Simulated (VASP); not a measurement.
# Mn3InC: accuracy against cost in the plane-wave cutoff and smearing, part 3 of 4

Aim: find what the plane-wave cutoff and smearing change for Mn3InC, and what they cost. The series runs use r2SCAN. The start is a computed cell from the Materials Project.

VASP 6.6.1; r2SCAN, spin-polarised from a ferromagnetic start; plane waves and PAW (Mn_pv, In_d, C).

Still holding for the runs below: The magnetic state follows from one typed start and may not be the lowest. The k-mesh is coarse for a metal.

So far. Step 13 (Smearing: ISMEAR = 0, SIGMA = 0.1): Against the run before the energy at zero width moves by +0.19 meV an atom and the pressure by +0.01 GPa, after 16 cycles in 77 s. The entropy term T·S comes to 1.09 meV an atom in size.

### Step 14. Smearing: ISMEAR = 0, SIGMA = 0.2

INCAR

```
SYSTEM = Mn3InC
PREC = Accurate
ENCUT = 520
EDIFF = 1E-06
NELM = 100
ISMEAR = 0
SIGMA = 0.2
LREAL = .FALSE.
ALGO = Normal
METAGGA = R2SCAN
LASPH = .TRUE.
NBANDS = 44
ISPIN = 2
MAGMOM = 4 4 4 0 0
LMAXMIX = 4
LORBIT = 11
LWAVE = .FALSE.
LCHARG = .FALSE.
KPAR = 4
ISIF = 2
```

POSCAR

```
Mn3InC
1.0
    3.9486650000      0.0000000000      0.0000000000
    0.0000000000      3.9486650000      0.0000000000
    0.0000000000      0.0000000000      3.9486650000
Mn In C
3 1 1
Direct
    0.5000000000      0.0000000000      0.0000000000
    0.0000000000      0.0000000000      0.5000000000
    0.0000000000      0.5000000000      0.0000000000
    0.5000000000      0.5000000000      0.5000000000
    0.0000000000      0.0000000000      0.0000000000
```

KPOINTS

```
Automatic mesh
0
Gamma
5 5 5
0 0 0
```

PAW data sets: Mn_pv, In_d and C (PBE family, release 64).

Run with:

```bash
$ mpirun -np 4 vasp_std
```

Output:

```text
[... set-up lines as in an earlier step ...]
 entering main loop
       N       E                     dE             d eps       ncg     rms          rms(c)
DAV:   1     0.638637314328E+03    0.63864E+03   -0.30820E+04  1788   0.189E+03
DAV:   2    -0.274222298218E+02   -0.66606E+03   -0.62818E+03  1760   0.516E+02
DAV:   3    -0.901917548452E+02   -0.62770E+02   -0.59776E+02  1828   0.167E+02
DAV:   4    -0.925123349629E+02   -0.23206E+01   -0.23021E+01  1992   0.310E+01
[...]
DAV:  17    -0.773126990981E+02   -0.19145E-05   -0.12206E-07  1004   0.272E-03    0.771E-04
DAV:  18    -0.773127002655E+02   -0.11674E-05   -0.30817E-08  1000   0.132E-03    0.247E-04
DAV:  19    -0.773127001346E+02    0.13095E-06   -0.84976E-09   980   0.757E-04
   1 F= -.77312700E+02 E0= -.77293677E+02  d E =-.380468E-01  mag=     9.2530
```

The job ended after 1.8 min (4 MPI ranks of AMD EPYC 7R43, shared host; peak memory 0.76 GiB).

From OUTCAR (step 14):

```text
  Total        5.2909080      5.2909080      5.2909080      0.0000000     -0.0000000      0.0000000
  in kB      137.6860429    137.6860429    137.6860429      0.0000000     -0.0000000      0.0000000
  external PRESSURE =     137.6860429 kB  Pullay stress =       0.0000000 kB

  FREE ENERGIE OF THE ION-ELECTRON SYSTEM (eV)
  ---------------------------------------------------
  free  energy   TOTEN  =       -77.3127001346 eV

  energy  without entropy=      -77.2746532910  energy(sigma->0) =      -77.29367671

 magnetization (x)
# of ion       s       p       d       tot
------------------------------------------
    1        0.016   0.020   3.169   3.205
    2        0.016   0.020   3.169   3.205
    3        0.016   0.020   3.169   3.205
    4       -0.056  -0.187   0.022  -0.221
    5       -0.027  -0.174   0.000  -0.201
--------------------------------------------------
tot         -0.036  -0.301   9.530   9.192

[... 3 parts as in an earlier step ...]

[... 1 further part left out ...]
[key lines of the parts left out:]
E-fermi :  10.3732
```

Against the run before the energy at zero width moves by +0.87 meV an atom and the pressure by +0.21 GPa, after 19 cycles in 1.8 min. The entropy term T·S comes to 7.61 meV an atom in size.

### Step 15. Smearing: ISMEAR = 0, SIGMA = 0.5

INCAR, as its differences from that of step 14:

```diff
@@ -6,3 +6,3 @@
 ISMEAR = 0
-SIGMA = 0.2
+SIGMA = 0.5
 LREAL = .FALSE.
```

POSCAR is that of step 14.

KPOINTS is that of step 14.

Run with:

```bash
$ mpirun -np 4 vasp_std
```

Output:

```text
[... set-up lines as in an earlier step ...]
 entering main loop
       N       E                     dE             d eps       ncg     rms          rms(c)
DAV:   1     0.638537450992E+03    0.63854E+03   -0.30820E+04  1788   0.189E+03
DAV:   2    -0.275861551938E+02   -0.66612E+03   -0.62816E+03  1760   0.517E+02
DAV:   3    -0.903455386766E+02   -0.62759E+02   -0.59855E+02  1828   0.167E+02
DAV:   4    -0.926681063521E+02   -0.23226E+01   -0.23040E+01  1992   0.310E+01
[...]
DAV:  15    -0.774359449131E+02   -0.12676E-04   -0.18836E-06  1628   0.834E-03    0.615E-03
DAV:  16    -0.774359481762E+02   -0.32630E-05   -0.29092E-07  1032   0.424E-03    0.317E-03
DAV:  17    -0.774359482550E+02   -0.78863E-07   -0.10864E-07  1004   0.243E-03
   1 F= -.77435948E+02 E0= -.77273857E+02  d E =-.324182E+00  mag=     9.1711
```

Run time: 98 s. Hardware: 4 MPI ranks; peak memory 0.74 GiB.

OUTCAR, selected parts (step 15):

```text
  Total        5.2590035      5.2590035      5.2590035     -0.0000000      0.0000000      0.0000000
  in kB      136.8557887    136.8557887    136.8557887     -0.0000000      0.0000000      0.0000000
  external PRESSURE =     136.8557887 kB  Pullay stress =       0.0000000 kB

  FREE ENERGIE OF THE ION-ELECTRON SYSTEM (eV)
  ---------------------------------------------------
  free  energy   TOTEN  =       -77.4359482550 eV

  energy  without entropy=      -77.1117665506  energy(sigma->0) =      -77.27385740

 magnetization (x)
# of ion       s       p       d       tot
------------------------------------------
    1        0.015   0.020   3.142   3.176
    2        0.015   0.020   3.142   3.176
    3        0.015   0.020   3.142   3.176
    4       -0.057  -0.189   0.023  -0.223
    5       -0.027  -0.173   0.000  -0.199
--------------------------------------------------
tot         -0.039  -0.303   9.448   9.106

[... 3 parts as in an earlier step ...]

[... 1 further part left out ...]
[key lines of the parts left out:]
E-fermi :  10.3347
```

Against the run before the energy at zero width moves by +3.96 meV an atom and the pressure by -0.08 GPa, after 17 cycles in 98 s. The entropy term T·S comes to 64.84 meV an atom in size.

### Step 16. Smearing: ISMEAR = 2, SIGMA = 0.01

INCAR, as its differences from that of step 15:

```diff
@@ -5,4 +5,4 @@
 NELM = 100
-ISMEAR = 0
-SIGMA = 0.5
+ISMEAR = 2
+SIGMA = 0.01
 LREAL = .FALSE.
```

POSCAR is that of step 15.

KPOINTS is that of step 15.

Run with:

```bash
$ mpirun -np 4 vasp_std
```

Output:

```text
[... set-up lines as in an earlier step ...]
 entering main loop
       N       E                     dE             d eps       ncg     rms          rms(c)
DAV:   1     0.638652881461E+03    0.63865E+03   -0.30820E+04  1788   0.189E+03
DAV:   2    -0.273841341302E+02   -0.66604E+03   -0.62822E+03  1760   0.516E+02
DAV:   3    -0.901642982117E+02   -0.62780E+02   -0.59734E+02  1828   0.167E+02
DAV:   4    -0.924867366957E+02   -0.23224E+01   -0.23047E+01  1992   0.310E+01
[...]
DAV:  14    -0.772986587560E+02    0.14599E-04   -0.60327E-06  1812   0.157E-02    0.148E-02
DAV:  15    -0.772986700280E+02   -0.11272E-04   -0.69069E-07  1144   0.595E-03    0.976E-03
DAV:  16    -0.772986710064E+02   -0.97831E-06   -0.35083E-07  1036   0.408E-03
   1 F= -.77298671E+02 E0= -.77298672E+02  d E =0.456287E-05  mag=     9.2320
```

Elapsed: 71 s, on 4 MPI ranks; peak memory 0.75 GiB.

From OUTCAR (step 16):

```text
  Total        5.2023844      5.2023844      5.2023844     -0.0000000      0.0000000     -0.0000000
  in kB      135.3823830    135.3823830    135.3823830     -0.0000000      0.0000000     -0.0000000
  external PRESSURE =     135.3823830 kB  Pullay stress =       0.0000000 kB

  FREE ENERGIE OF THE ION-ELECTRON SYSTEM (eV)
  ---------------------------------------------------
  free  energy   TOTEN  =       -77.2986710064 eV

  energy  without entropy=      -77.2986755692  energy(sigma->0) =      -77.29867215

[... 4 parts as in an earlier step ...]

[... 1 further part left out ...]
[key lines of the parts left out:]
E-fermi :  10.2841
```

Against the first of the series the energy at zero width moves by +0.01 meV an atom while the pressure stays within 0.01 GPa, after 16 cycles in 71 s. The entropy term T·S comes to 0.00 meV an atom in size.

### Step 17. Smearing: ISMEAR = 2, SIGMA = 0.05

INCAR, as its differences from that of step 16:

```diff
@@ -6,3 +6,3 @@
 ISMEAR = 2
-SIGMA = 0.01
+SIGMA = 0.05
 LREAL = .FALSE.
```

POSCAR is that of step 16.

KPOINTS is that of step 16.

Run with:

```bash
$ mpirun -np 4 vasp_std
```

Output:

```text
[... set-up lines as in an earlier step ...]
 entering main loop
       N       E                     dE             d eps       ncg     rms          rms(c)
DAV:   1     0.638653108670E+03    0.63865E+03   -0.30820E+04  1788   0.189E+03
DAV:   2    -0.273849429357E+02   -0.66604E+03   -0.62822E+03  1760   0.516E+02
DAV:   3    -0.901653387269E+02   -0.62780E+02   -0.59702E+02  1828   0.167E+02
DAV:   4    -0.924875850232E+02   -0.23222E+01   -0.23057E+01  1992   0.310E+01
[...]
DAV:  16    -0.772985780934E+02   -0.12826E-05   -0.36068E-07  1040   0.409E-03    0.348E-03
DAV:  17    -0.772985812294E+02   -0.31360E-05   -0.11010E-07   988   0.252E-03    0.726E-04
DAV:  18    -0.772985816435E+02   -0.41408E-06   -0.24220E-08   984   0.119E-03
   1 F= -.77298582E+02 E0= -.77298631E+02  d E =0.199021E-03  mag=     9.2320
```

Elapsed: 83 s, on 4 MPI ranks; peak memory 0.75 GiB.

From OUTCAR (step 17):

```text
  Total        5.2055804      5.2055804      5.2055804      0.0000000     -0.0000000      0.0000000
  in kB      135.4655529    135.4655529    135.4655529      0.0000000     -0.0000000      0.0000000
  external PRESSURE =     135.4655529 kB  Pullay stress =       0.0000000 kB

  FREE ENERGIE OF THE ION-ELECTRON SYSTEM (eV)
  ---------------------------------------------------
  free  energy   TOTEN  =       -77.2985816435 eV

  energy  without entropy=      -77.2987806643  energy(sigma->0) =      -77.29863140

 magnetization (x)
# of ion       s       p       d       tot
------------------------------------------
    1        0.016   0.020   3.165   3.201
    2        0.016   0.020   3.165   3.201
    3        0.016   0.020   3.165   3.201
    4       -0.056  -0.187   0.021  -0.221
    5       -0.027  -0.176   0.000  -0.203
--------------------------------------------------
tot         -0.036  -0.304   9.518   9.178

[... 3 parts as in an earlier step ...]

[... 1 further part left out ...]
[key lines of the parts left out:]
E-fermi :  10.3037
```

Against the run before the energy at zero width moves by +0.01 meV an atom and the pressure by +0.01 GPa, after 18 cycles in 83 s. The entropy term T·S comes to 0.04 meV an atom in size.

### Step 18. Smearing: ISMEAR = 2, SIGMA = 0.1

INCAR, as its differences from that of step 17:

```diff
@@ -6,3 +6,3 @@
 ISMEAR = 2
-SIGMA = 0.05
+SIGMA = 0.1
 LREAL = .FALSE.
```

POSCAR is that of step 17.

KPOINTS is that of step 17.

Run with:

```bash
$ mpirun -np 4 vasp_std
```

Output:

```text
[... set-up lines as in an earlier step ...]
 entering main loop
       N       E                     dE             d eps       ncg     rms          rms(c)
DAV:   1     0.638653184347E+03    0.63865E+03   -0.30820E+04  1788   0.189E+03
DAV:   2    -0.273851720589E+02   -0.66604E+03   -0.62821E+03  1760   0.516E+02
DAV:   3    -0.901663779587E+02   -0.62781E+02   -0.59702E+02  1828   0.167E+02
DAV:   4    -0.924888633352E+02   -0.23225E+01   -0.23056E+01  1992   0.310E+01
[...]
DAV:  14    -0.772984553342E+02    0.20143E-04   -0.57950E-06  1816   0.157E-02    0.151E-02
DAV:  15    -0.772984699204E+02   -0.14586E-04   -0.78409E-07  1184   0.623E-03    0.927E-03
DAV:  16    -0.772984704695E+02   -0.54915E-06   -0.38110E-07  1040   0.420E-03
   1 F= -.77298470E+02 E0= -.77298671E+02  d E =0.802901E-03  mag=     9.2320
```

Run time: 70 s. Hardware: 4 MPI ranks; peak memory 0.75 GiB.

OUTCAR, selected parts (step 18):

```text
  Total        5.2015128      5.2015128      5.2015128      0.0000000      0.0000000     -0.0000000
  in kB      135.3597007    135.3597007    135.3597007      0.0000000      0.0000000     -0.0000000
  external PRESSURE =     135.3597007 kB  Pullay stress =       0.0000000 kB

  FREE ENERGIE OF THE ION-ELECTRON SYSTEM (eV)
  ---------------------------------------------------
  free  energy   TOTEN  =       -77.2984704695 eV

  energy  without entropy=      -77.2992733710  energy(sigma->0) =      -77.29867119

[... 4 parts as in an earlier step ...]

[... 1 further part left out ...]
[key lines of the parts left out:]
E-fermi :  10.3328
```

Against the run before the energy at zero width moves by -0.01 meV an atom and the pressure by -0.01 GPa, after 16 cycles in 70 s. The entropy term T·S comes to 0.16 meV an atom in size.

### Step 19. Smearing: ISMEAR = 2, SIGMA = 0.2

INCAR, as its differences from that of step 18:

```diff
@@ -6,3 +6,3 @@
 ISMEAR = 2
-SIGMA = 0.1
+SIGMA = 0.2
 LREAL = .FALSE.
```

POSCAR is that of step 18.

KPOINTS is that of step 18.

Run with:

```bash
$ mpirun -np 4 vasp_std
```

Output:

```text
[... set-up lines as in an earlier step ...]
 entering main loop
       N       E                     dE             d eps       ncg     rms          rms(c)
DAV:   1     0.638653067641E+03    0.63865E+03   -0.30820E+04  1788   0.189E+03
DAV:   2    -0.273865354559E+02   -0.66604E+03   -0.62821E+03  1760   0.516E+02
DAV:   3    -0.901665267999E+02   -0.62780E+02   -0.59743E+02  1828   0.167E+02
DAV:   4    -0.924886486444E+02   -0.23221E+01   -0.23037E+01  1992   0.310E+01
[...]
DAV:  16    -0.772962073357E+02   -0.18597E-05   -0.35623E-07  1040   0.413E-03    0.361E-03
DAV:  17    -0.772962108496E+02   -0.35139E-05   -0.10472E-07  1004   0.232E-03    0.102E-03
DAV:  18    -0.772962104863E+02    0.36333E-06   -0.21945E-08   988   0.112E-03
   1 F= -.77296210E+02 E0= -.77298366E+02  d E =0.862030E-02  mag=     9.2091
```

It took 1.8 min on 4 MPI ranks; peak memory 0.72 GiB; 7.2 min of CPU time.

From OUTCAR (step 19):

```text
  Total        5.1449028      5.1449028      5.1449028      0.0000000      0.0000000      0.0000000
  in kB      133.8865304    133.8865304    133.8865304      0.0000000      0.0000000      0.0000000
  external PRESSURE =     133.8865304 kB  Pullay stress =       0.0000000 kB

  FREE ENERGIE OF THE ION-ELECTRON SYSTEM (eV)
  ---------------------------------------------------
  free  energy   TOTEN  =       -77.2962104863 eV

  energy  without entropy=      -77.3048307840  energy(sigma->0) =      -77.29836556

 magnetization (x)
# of ion       s       p       d       tot
------------------------------------------
    1        0.015   0.019   3.160   3.195
    2        0.015   0.019   3.160   3.195
    3        0.015   0.019   3.160   3.195
    4       -0.055  -0.186   0.021  -0.221
    5       -0.027  -0.179   0.000  -0.206
--------------------------------------------------
tot         -0.036  -0.307   9.502   9.159

[... 3 parts as in an earlier step ...]

[... 1 further part left out ...]
[key lines of the parts left out:]
E-fermi :  10.3800
```

Against the run before the energy at zero width moves by +0.06 meV an atom and the pressure by -0.15 GPa, after 18 cycles in 1.8 min. The entropy term T·S comes to 1.72 meV an atom in size.

### Step 20. Smearing: ISMEAR = 2, SIGMA = 0.5

INCAR, as its differences from that of step 19:

```diff
@@ -6,3 +6,3 @@
 ISMEAR = 2
-SIGMA = 0.2
+SIGMA = 0.5
 LREAL = .FALSE.
```

POSCAR is that of step 19.

KPOINTS is that of step 19.

Run with:

```bash
$ mpirun -np 4 vasp_std
```

Output:

```text
[... set-up lines as in an earlier step ...]
 entering main loop
       N       E                     dE             d eps       ncg     rms          rms(c)
DAV:   1     0.638657448001E+03    0.63866E+03   -0.30820E+04  1788   0.189E+03
DAV:   2    -0.273922995663E+02   -0.66605E+03   -0.62814E+03  1760   0.516E+02
DAV:   3    -0.901585403323E+02   -0.62766E+02   -0.59784E+02  1828   0.167E+02
DAV:   4    -0.924773954979E+02   -0.23189E+01   -0.23004E+01  1992   0.310E+01
[...]
DAV:  15    -0.772857244348E+02   -0.21176E-04   -0.18986E-06  1636   0.840E-03    0.812E-03
DAV:  16    -0.772857274262E+02   -0.29914E-05   -0.20202E-07  1036   0.411E-03    0.411E-03
DAV:  17    -0.772857272750E+02    0.15122E-06   -0.10660E-07   996   0.258E-03
   1 F= -.77285727E+02 E0= -.77291602E+02  d E =0.234975E-01  mag=     9.3420
```

Elapsed: 71 s, on 4 MPI ranks; peak memory 0.75 GiB; 4.7 min of CPU time.

Parts of OUTCAR (step 20):

```text
  Total        5.4801077      5.4801077      5.4801077      0.0000000      0.0000000     -0.0000000
  in kB      142.6096140    142.6096140    142.6096140      0.0000000      0.0000000     -0.0000000
  external PRESSURE =     142.6096140 kB  Pullay stress =       0.0000000 kB

  FREE ENERGIE OF THE ION-ELECTRON SYSTEM (eV)
  ---------------------------------------------------
  free  energy   TOTEN  =       -77.2857272750 eV

  energy  without entropy=      -77.3092247767  energy(sigma->0) =      -77.29160165

 magnetization (x)
# of ion       s       p       d       tot
------------------------------------------
    1        0.016   0.021   3.192   3.229
    2        0.016   0.021   3.192   3.229
    3        0.016   0.021   3.192   3.229
    4       -0.056  -0.188   0.023  -0.221
    5       -0.026  -0.170   0.000  -0.196
--------------------------------------------------
tot         -0.034  -0.293   9.599   9.272

[... 3 parts as in an earlier step ...]

[... 1 further part left out ...]
[key lines of the parts left out:]
E-fermi :  10.3846
```

Against the run before the energy at zero width moves by +1.35 meV an atom and the pressure by +0.87 GPa, after 17 cycles in 71 s. The entropy term T·S comes to 4.70 meV an atom in size.

(Part 3 of 4 ends here.)

[Lines on the potential files, build, host, timing and source positions are cut from VASP's logs without a mark.]

[Logs are printed without paths, hosts, clocks, repeated set-up lines and the standing remarks that a program may print on its own settings, such as how far it seeks lower states.]

[Hosts, paths, dates, database ids (printed as entryN), source tags and the programs' standing remarks are cut or masked in the printed files.]

[A measured line is paired with the nearest computed mode of its activity, which favours agreement.]
